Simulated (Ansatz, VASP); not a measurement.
# TiClO: VASP beside Ansatz

One calculation is typed for both programs; each brings its own data sets. How far apart do they land? The cell is taken from a series of runs on this material, whose earlier steps may have relaxed, scaled, displaced or heated it; both programs get it as it stands.

Method: plane waves, with VASP 6.6.1 beside it; LDA, in Ansatz 0.2.0.

## Step 1: The structure

The structure is orthorhombic, space group Pmmn (No. 59). Conventional cell: a = 3.380 Å, b = 3.790 Å, c = 8.030 Å, α = 90.00°, β = 90.00°, γ = 90.00°. Nearest to Ti lie 4 O at 1.95 to 2.26 Å and 2 Cl at 2.32 Å. Nearest to Cl lie 2 Ti at 2.32 Å. O has 4 Ti at 1.95 to 2.26 Å nearest. Farther neighbours and most contacts between anions are not listed.

As a file:

```cif
data_structure
_symmetry_space_group_name_H-M 'P 1'
_symmetry_Int_Tables_number 1
_cell_length_a 3.3800
_cell_length_b 3.7900
_cell_length_c 8.0300
_cell_angle_alpha 90.000
_cell_angle_beta 90.000
_cell_angle_gamma 90.000
_cell_volume 102.87
loop_
_atom_site_label
_atom_site_type_symbol
_atom_site_fract_x
_atom_site_fract_y
_atom_site_fract_z
_atom_site_occupancy
Ti1 Ti 0.50000 0.00000 0.87800 1
Ti2 Ti 0.00000 0.50000 0.12200 1
Cl3 Cl 0.00000 0.00000 0.68000 1
Cl4 Cl 0.50000 0.50000 0.32000 1
O5 O 0.00000 0.00000 0.06500 1
O6 O 0.50000 0.50000 0.93500 1
```

## Step 2: Ansatz: electric field gradients, LDA

Ansatz runs on its default PAW (the set named soft_2) files.

Field gradients test the density near the nuclei, where the PAW reconstruction matters most.

File input.yaml:

```yaml
crystal:
  lattice:
    - [3.38, 0.0, 0.0]
    - [0.0, 3.79, 0.0]
    - [0.0, 0.0, 8.03]
  atoms:
    - { symbol: Ti, position: [0.5, 0.0, 0.878], spin: 1.0 }
    - { symbol: Ti, position: [0.0, 0.5, 0.122], spin: 1.0 }
    - { symbol: Cl, position: [0.0, 0.0, 0.68] }
    - { symbol: Cl, position: [0.5, 0.5, 0.32] }
    - { symbol: O, position: [0.0, 0.0, 0.065] }
    - { symbol: O, position: [0.5, 0.5, 0.935] }
magnetization:
  spin_polarized: true
kpoints:
  mp_grid: { grid: [5, 5, 3] }
scf:
  lower_state_search: "off"
  occupations: { method: fermi_dirac, width: 0.01 }
hamiltonian:
  xc: lda
output:
  efg:
    contact_densities: true
    quadrupole_moments_barn: { Ti: 0.302, Cl: -0.08112, O: -0.02558 }
  forces: true
  eigenstates:
    nscf_kmesh: { grid: [5, 5, 3] }
    top_band: c44
    magnetocrystalline_anisotropy:
      directions:
        - [1, 0, 0]
        - [0, 1, 0]
        - [0, 0, 1]
        - [1, 1, 0]
        - [1, 0, 1]
        - [0, 1, 1]
        - [1, 1, 1]
```

Run with:

```
$ ansatz run input.yaml --threads 4 --pin off --max-ram 9216MiB --backend cpu --events-out ev --progress --plain --runs-dir out
```

Numbers of over 12 decimals in the logs are rounded to 6 here.

The program printed:

```text
Engine: ansatz 0.2.0, x86_64-unknown-linux-gnu
Pseudopotentials: kind: paw
Pseudopotential: Ti, paw, valence charge 12, recommended cutoff 420 eV (normal), Ti.paw.azcp
Pseudopotential: Cl, paw, valence charge 7, recommended cutoff 420 eV (normal), Cl.paw.azcp
Pseudopotential: O, paw, valence charge 6, recommended cutoff 420 eV (normal), O.paw.azcp
Functional definition: SPW92
  exchange = slater_x
  correlation = pw_c
Crystal: 6 atoms, lattice volume = 102.866 Å³
Basis set: ecut = 420 eV, 2029 PW (Γ)
Bands: 32, of which v1, the nominal top of the filled ones, is band 25 counted from 1 (24 counted from 0)
Symmetry: 8 space group operations
Space group: Pmmn (ITA 59), of the structure as read, at distance tolerance 4.7e-5 Å
Magnetic group: BNS 59.405 (UNI 503), of the structure as read, at distance tolerance 4.7e-5 Å
k-points: 18 of 75
Non-local potential: Ti, projectors of the file, l = 0: 3, l = 1: 2, l = 2: 3, l = 3: 1
Non-local potential: Cl, projectors of the file, l = 0: 2, l = 1: 2, l = 2: 2
Non-local potential: O, projectors of the file, l = 0: 2, l = 1: 2, l = 2: 1
PAW form: soft (Blöchl's): semilocal exchange-correlation on the pseudo side does not see the compensation charge
PAW frozen core: Ti, regenerated for the run's functional, and the local potential with it (the file was generated under x = pbe(κ = 0.804, μ = 0.219515), c = pbe(β = 0.066725))
PAW frozen core: Cl, regenerated for the run's functional, and the local potential with it (the file was generated under x = pbe(κ = 0.804, μ = 0.219515), c = pbe(β = 0.066725))
PAW frozen core: O, regenerated for the run's functional, and the local potential with it (the file was generated under x = pbe(κ = 0.804, μ = 0.219515), c = pbe(β = 0.066725))
PAW one-centre angular grid: Ti, 590 points (default); XC on 64 Gauss nodes
PAW one-centre angular grid: Cl, 110 points (default); XC on 64 Gauss nodes
PAW one-centre angular grid: O, 110 points (default); XC on 64 Gauss nodes
Initial density: superposition of atomic densities (chi_scale 0.1, normalization cell, long waves kept (reshape's long-wave potential 0.46 eV rms))
Starting moments: Σ|m| = 2 μB on 2 of 6 sites
Initial wavefunctions: pseudopotential atomic-orbital guess
Functional: x = slater, c = lda
SCF iter   1: F=—  HF=-8115.839936 eV  |F-HF|=—  |Δ(HF+E_count)|=         —  Δρ=8.83e-2 (↑8.83e-2 ↓8.00e-2)  dr2=9.62e1  dr2_m=7.78e-2  M=1.920 μB ∫|m|=2.474 μB  β_m=1.00  ethr=3.10e-3  ⟨swp⟩=7.1  Hψ=5053  notcnv=0
preconditioner: auto → Kerker (q_TF=auto, 2.419 Å⁻¹)  [metal: Δε(μ)=0.020 eV  Ē_g=7.768 eV  σ=0.010 eV  W_gap=0.39  n_scr=22 (ndim 8)  ℏωp=21.3 eV  f_vac=0.078  D(μ)=6.06/eV (n_scr^D=56)]
spin=Collinear: Kerker preconditioning applied to the charge; magnetization (m = ρ↑ − ρ↓) channel mixes plain (no charge-response kernel on spin).
SCF iter   2: F=—  HF=-8109.799356 eV  |F-HF|=—  |Δ(HF+E_count)|=    6.04e0  Δρ=2.57e-2 (↑2.57e-2 ↓2.10e-2)  dr2=8.41e0  dr2_m=8.25e-2  M=1.793 μB ∫|m|=1.912 μB  β_m=0.30  ethr=3.10e-3  ⟨swp⟩=3.0  Hψ=2746  notcnv=0  defer=50
SCF iter   3: F=—  HF=-8109.200139 eV  |F-HF|=—  |Δ(HF+E_count)|=   5.99e-1  Δρ=1.74e-2 (↑1.74e-2 ↓1.50e-2)  dr2=5.31e0  dr2_m=4.67e-2  M=1.779 μB ∫|m|=1.876 μB  β_m=0.30  ethr=3.10e-3  ⟨swp⟩=2.1  Hψ=1629  notcnv=0  defer=50
SCF iter   4: F=—  HF=-8108.419311 eV  |F-HF|=—  |Δ(HF+E_count)|=   7.81e-1  Δρ=1.14e-2 (↑1.08e-2 ↓1.14e-2)  dr2=1.63e0  dr2_m=3.31e-2  M=1.698 μB ∫|m|=1.770 μB  β_m=0.30  ethr=3.10e-3  ⟨swp⟩=2.2  Hψ=1779  notcnv=0  defer=50
SCF iter   5: F=—  HF=-8108.053830 eV  |F-HF|=—  |Δ(HF+E_count)|=   3.65e-1  Δρ=9.88e-3 (↑9.88e-3 ↓8.50e-3)  dr2=3.91e-1  dr2_m=3.24e-2  M=1.600 μB ∫|m|=1.660 μB  β_m=0.30  ethr=3.10e-3  ⟨swp⟩=2.1  Hψ=1904  notcnv=0  defer=52
SCF iter   6: F=—  HF=-8107.986765 eV  |F-HF|=—  |Δ(HF+E_count)|=   6.71e-2  Δρ=6.98e-3 (↑6.73e-3 ↓6.98e-3)  dr2=1.67e-1  dr2_m=1.70e-2  M=1.597 μB ∫|m|=1.651 μB  β_m=0.30  ethr=7.82e-4  ⟨swp⟩=1.9  Hψ=1254  notcnv=0  defer=52
SCF iter   7: F=—  HF=-8107.967175 eV  |F-HF|=—  |Δ(HF+E_count)|=   1.96e-2  Δρ=4.20e-3 (↑3.68e-3 ↓4.20e-3)  dr2=4.07e-2  dr2_m=9.34e-3  M=1.595 μB ∫|m|=1.645 μB  β_m=0.30  ethr=3.35e-4  ⟨swp⟩=2.1  Hψ=1706  notcnv=0  defer=52
SCF iter   8: F=—  HF=-8107.969876 eV  |F-HF|=—  |Δ(HF+E_count)|=   2.70e-3  Δρ=3.11e-3 (↑2.53e-3 ↓3.11e-3)  dr2=7.60e-3  dr2_m=6.00e-3  M=1.580 μB ∫|m|=1.626 μB  β_m=0.30  ethr=8.14e-5  ⟨swp⟩=2.4  Hψ=1857  notcnv=0  defer=54
Mixer restart at iter 8: flushing history
spin-set hold released at iteration 8 (site moments contracting): the magnetisation degrees of freedom join the quasi-Newton model from the next iteration; the mixer history was flushed
SCF iter   9: F=—  HF=-8107.970880 eV  |F-HF|=—  |Δ(HF+E_count)|=   1.00e-3  Δρ=2.34e-3 (↑2.16e-3 ↓2.34e-3)  dr2=3.83e-3  dr2_m=4.03e-3  M=1.568 μB ∫|m|=1.610 μB  β_m=0.65  ethr=1.52e-5  ⟨swp⟩=1.9  Hψ=1464  notcnv=0  defer=54
[...]
SCF iter  21: F=—  HF=-8107.977821 eV  |F-HF|=—  |Δ(HF+E_count)|=   3.58e-5  Δρ=1.88e-4 (↑1.41e-4 ↓1.88e-4)  dr2=1.37e-5  dr2_m=2.26e-5  M=1.208 μB ∫|m|=1.231 μB  β_m=0.69  ethr=7.09e-8  ⟨swp⟩=2.4  Hψ=1842  notcnv=0  defer=52
SCF iter  22: F=—  HF=-8107.977841 eV  |F-HF|=—  |Δ(HF+E_count)|=   1.99e-5  Δρ=7.40e-5 (↑7.40e-5 ↓6.48e-5)  dr2=5.26e-6  dr2_m=2.68e-6  M=1.204 μB ∫|m|=1.226 μB  β_m=0.65  ethr=2.73e-8  ⟨swp⟩=2.1  Hψ=2011  notcnv=0  defer=52
SCF iter  23: F=—  HF=-8107.977839 eV  |F-HF|=—  |Δ(HF+E_count)|=   2.49e-6  Δρ=8.90e-5 (↑8.33e-5 ↓8.90e-5)  dr2=3.47e-6  dr2_m=5.66e-6  M=1.204 μB ∫|m|=1.226 μB  β_m=0.80  ethr=1.05e-8  ⟨swp⟩=1.8  Hψ=1471  notcnv=0  defer=52
SCF iter  24: F=—  HF=-8107.977841 eV  |F-HF|=—  |Δ(HF+E_count)|=   2.30e-6  Δρ=1.35e-5 (↑1.35e-5 ↓1.29e-5)  dr2=1.43e-7  dr2_m=1.15e-7  M=1.205 μB ∫|m|=1.227 μB  β_m=0.83  ethr=6.94e-9  ⟨swp⟩=2.1  Hψ=1828  notcnv=0  defer=52
SCF iter  25: F=—  HF=-8107.977841 eV  |F-HF|=—  |Δ(HF+E_count)|=   5.21e-8  Δρ=1.55e-5 (↑1.54e-5 ↓1.55e-5)  dr2=1.45e-7  dr2_m=1.85e-7  M=1.205 μB ∫|m|=1.227 μB  β_m=0.83  ethr=2.00e-10  ⟨swp⟩=9.2  Hψ=4685  notcnv=0
iter 26 did not close the SCF: its close was put off for a magnetic moment that had not settled (scf_convergence_deferred on its scf_iter line)
SCF iter  26: F=-8107.977841 eV  HF=-8107.977841 eV  |F-HF|=1.50e-8  |Δ(HF+E_count)|=   3.86e-8  Δρ=1.13e-5 (↑1.06e-5 ↓1.13e-5)  dr2=6.96e-8  dr2_m=9.18e-8  M=1.205 μB ∫|m|=1.227 μB  β_m=0.61  ethr=2.00e-10  ⟨swp⟩=2.2  Hψ=3243  notcnv=0
iter 27 did not close the SCF: its close was put off for a magnetic moment that had not settled (scf_convergence_deferred on its scf_iter line)
SCF iter  27: F=-8107.977841 eV  HF=-8107.977841 eV  |F-HF|=2.24e-9  |Δ(HF+E_count)|=   3.82e-8  Δρ=1.41e-6 (↑1.40e-6 ↓1.41e-6)  dr2=3.66e-9  dr2_m=1.44e-9  M=1.205 μB ∫|m|=1.227 μB  β_m=0.81  ethr=1.39e-10  ⟨swp⟩=2.1  Hψ=3715  notcnv=0
SCF iter  28: F=-8107.977841 eV  HF=-8107.977841 eV  |F-HF|=3.82e-10  |Δ(HF+E_count)|=  1.65e-10  Δρ=1.79e-7 (↑1.78e-7 ↓1.79e-7)  dr2=5.42e-10  dr2_m=4.58e-12  M=1.205 μB ∫|m|=1.227 μB  ethr=7.33e-12  ⟨swp⟩=1.3  Hψ=2863  notcnv=0
SCF 1 converged in 28 iterations: F = -8107.977841 eV  dr2 = 5.42e-10
  greatest PAW one-centre occupation: 0.999 electrons in one spin orbital (limit 2), on the Ti atom at site 1 (counted from 0), in its partial waves of l = 0
NSCF: frozen V_eff on 18 k-points
Magnetocrystalline anisotropy: 0 of 18 k-points coupled
Magnetocrystalline anisotropy: 18 of 18 k-points coupled
SCF converged after 28 iterations
Magnetization: 1.2045 μB (25.6023 up, 24.3977 down)
Absolute magnetization: 1.2267 μB (∫|ρ↑−ρ↓|, with the PAW one-centre terms)
Spin contamination: 0.0023 ħ² per cell (⟨S²⟩ above its minimum at these occupations)
Per-site moments (μB) at R_I (Å): [(0.378228, 0.804166), (0.378228, 0.804166), (0.010936, 0.957143), (0.010936, 0.957143), (0.00490653, 0.804166), (0.00490653, 0.804166)]
Free energy (F): -8107.977841 eV
Harris-Foulkes:  -8107.977841 eV  (|F-HF|=3.82e-10)
Internal energy: -8107.976044 eV  (E = F + TS)
E sigma→0 (E₀):  -8107.976942 eV
Entropy (-TS):   -0.001797 eV (-0.299 meV/atom)
Fermi energy:    7.890170 eV
--- Per-component energies (eV) ---
  E_band       = -530.836553
  E_kinetic    = 1214.581971
  E_local      = -5454.613320  (includes V_loc(G=0)·N_el)
  E_nonlocal   = 182.198661
  E_hartree    = 2304.995768
  E_xc         = -550.090021
  E_vxc        = -672.597378  (∫ρ·V_xc dr)
  E_paw        = -3541.174731  (= ΣΔE_a)
  E_vpaw       = -410.404784  (= ΣTr[D̂ρ^β])
  E_aug_tail   = 0.005460  (compensation charges beyond the density's cutoff)
  E_ewald      = -2265.106559
  E_core_change = 1.226727  (= ΣΔE_core)
  E_smearing   = -0.001797  (= −TS)
  E_closure    = -0.000000  (closes the sum)
  Σ components = -8107.977841   (vs F -8107.977841, Δ=0.00e0)
--- Forces (eV/Å), atoms counted from 1 ---
  atom   1  Ti     0.00000000     0.00000000     1.81544587
  atom   2  Ti     0.00000000     0.00000000    -1.81544587
  atom   3  Cl     0.00000000     0.00000000    -0.76706010
  atom   4  Cl     0.00000000     0.00000000     0.76706010
  atom   5  O      0.00000000     0.00000000    -0.22798316
  atom   6  O      0.00000000     0.00000000     0.22798316
  max |Σ_I F_I| component: 2.78e-17 eV/Å
--- PAW observables at the nuclei: V_zz in 10²¹ V/m², potentials from the cell's mean, atoms counted from 1 ---
  atom   1  Ti V_zz =    -4.214810   η = 0.0487   by run symmetry: allowed   C_q = -30.7779 MHz
            electrostatic potential = -2524.296855 V   contact ρ = 56418.270361 e/Å³   contact ρ_s (e/Å³): all electrons -0.328669, valence +0.650035
  atom   2  Ti V_zz =    -4.214810   η = 0.0487   by run symmetry: allowed   C_q = -30.7779 MHz
            electrostatic potential = -2524.296855 V   contact ρ = 56418.270361 e/Å³   contact ρ_s (e/Å³): all electrons -0.328669, valence +0.650035
  atom   3  Cl V_zz =    +4.777157   η = 0.9912   by run symmetry: allowed   C_q = -9.3703 MHz
            electrostatic potential = -1775.518321 V   contact ρ = 23905.733472 e/Å³   contact ρ_s (e/Å³): all electrons -0.027390, valence -0.020597
  atom   4  Cl V_zz =    +4.777157   η = 0.9912   by run symmetry: allowed   C_q = -9.3703 MHz
            electrostatic potential = -1775.518321 V   contact ρ = 23905.733472 e/Å³   contact ρ_s (e/Å³): all electrons -0.027390, valence -0.020597
  atom   5  O  V_zz =    +1.346797   η = 0.0001   by run symmetry: allowed   C_q = -0.8330 MHz
            electrostatic potential = -620.412231 V   contact ρ = 2124.904757 e/Å³   contact ρ_s (e/Å³): all electrons -0.025078, valence -0.018182
  atom   6  O  V_zz =    +1.346797   η = 0.0001   by run symmetry: allowed   C_q = -0.8330 MHz
            electrostatic potential = -620.412231 V   contact ρ = 2124.904757 e/Å³   contact ρ_s (e/Å³): all electrons -0.025078, valence -0.018182
--- Band table (eV; the first three rows and the last of 36) ---
  k-point 0 ↑: bands = [... 21 lower, 3.5697, 3.7346, 4.1020, 7.1072, 7.3150, 7.5085, 8.1581, 9.0080, ... 3 higher]
  k-point 1 ↑: bands = [... 21 lower, 3.4876, 3.5498, 4.0724, 7.1223, 7.3152, 7.5026, 8.1578, 8.9663, ... 3 higher]
  k-point 2 ↑: bands = [... 21 lower, 3.3117, 3.7098, 3.8774, 7.1710, 7.4313, 7.9339, 8.3308, 8.5789, ... 3 higher]
  k-point 17 ↓: bands = [... 21 lower, 3.0057, 3.3350, 3.5125, 8.3167, 8.3421, 8.9448, 8.9741, 9.1064, ... 3 higher]
```

(Part 1 of 2 ends here.)

[Lines on the potential files, build, host, timing and source positions are cut from VASP's logs without a mark.]

[Logs are printed without paths, hosts, clocks, repeated set-up lines and the standing remarks that a program may print on its own settings, such as how far it seeks lower states.]

[Hosts, paths, dates, database ids (printed as entryN), source tags and the programs' standing remarks are cut or masked in the printed files.]
